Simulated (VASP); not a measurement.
Data:

```yaml
crystal:
  lattice:
    - [0.00000, 1.99342, 1.99342]
    - [1.99342, 0.00000, 1.99342]
    - [1.99342, 1.99342, 0.00000]
  atoms:
    - { symbol: Li, position: [0.00000, 0.00000, 0.00000] }
    - { symbol: F, position: [0.50000, 0.50000, 0.50000] }
```

Level of theory: revTPSS meta-GGA, VASP's PBE PAW potentials (set 64) (plane waves; VASP). Numerical set-up: 520 eV cut-off, 13×13×13 Γ-centred mesh, tetrahedra with Blöchl corrections, potentials Li_sv F.

Q: What does the run give for the energy per atom (σ→0), band gap (over mesh and band path) with the smallest direct gap where there is one?

A: 
```json
{
 "band gap (over mesh and band path)": "9.46 eV",
 "smallest direct gap (over mesh and band path)": "9.46 eV",
 "energy per atom (σ→0)": "-5.992 eV/atom"
}
```

The compound is LiF in the rock salt structure. It was relaxed first.
